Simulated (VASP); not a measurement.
## GaAs: energy against volume

GaAs (zinc blende, F-43m, 22.018 Å³/atom and stress up to 0.20 GPa in the relaxed cell, cube axes along x, y and z) under an equal strain ε along all three axes. LDA in VASP (plane waves, PAW), 480 eV, 10×10×10 Γ-centred mesh, Gaussian smearing 0.05 eV; ions are relaxed, or left where forces stay under 0.02 eV/Å, within the symmetry of each cell.

Here V stands for volume and E for E less E0.

| volume (Å³/atom) | E less E0 (meV/atom) | pressure (GPa) |
|---|---|---|
| 20.7235 | 21.85 | 5.44 |
| 21.0424 | 12.43 | 3.99 |
| 21.3644 | 5.74 | 2.63 |
| 21.6898 | 1.64 | 1.37 |
| 22.0184 | 0.00 | 0.20 |
| 22.3503 | 0.68 | -0.89 |
| 22.6856 | 3.56 | -1.90 |
| 23.0242 | 8.54 | -2.86 |
| 23.3661 | 15.48 | -3.71 |
| 24.0601 | ? | ? |

Question: Fit E against V with the third-order Birch-Murnaghan form, a cubic in V^(-2/3), and predict the withheld value at V = 24.0601.

Answer: With u = V^(-2/3) - 0.127, the rows have u = 0.005543, 0.004201, 0.002879, 0.001577, 0.000294, -0.000969, -0.002214, -0.003440, -0.004649. Least squares gives E = -0.046 - 59.6·u + 713760·u² + 1743349·u³. Residuals (row less fit): -0.001, 0.000, 0.000, -0.002, 0.002, 0.000, -0.006, 0.006, -0.003; standard error 0.004 (degrees of freedom: 5). Its minimum lies at u = 0.000042, so V0 = (0.127042)^(-3/2) = 22.08. There d²E/du² = 1428000 and d³E/du³ = 1.046e7, so B0 = (4/9) × 22.08^(-7/3) × 1428000 × 0.160218 = 74.3 GPa (the last factor turns the table's units into GPa), and B0' = 4 + (2/3) × 0.127042 × (1.046e7)/1428000 = 4.6. B0' rests on the cubic coefficient alone and has a standard error of 0.1 from these residuals. At the withheld row, u = -0.007013, so E = -0.046 - 59.6 × (-0.007013) + 713760 × (-0.007013)² + 1743349 × (-0.007013)³ = 34.875 meV/atom. The calculation gives 34.66 meV/atom, 0.215 meV/atom below the prediction (0.6 % of the range of E in the table). The row lies outside the fitted rows, so this is an extrapolation. The scatter of the fitted rows lies at the last printed digit.

This level leaves no gap over 0.05 eV at strain 3.00 %. Other structures, which can take over under pressure, weren't tried. The same form fitted to the pressure column gives B0' = 4.6; series where the two differ by over 0.4 aren't shown. Rows are the converged runs of the series near zero and its far end, less any whose ions stayed unrelaxed beside relaxed ones; series whose fitted rows scatter by over a few per cent of the range, as at a crossing or softening among them, aren't shown in this form.
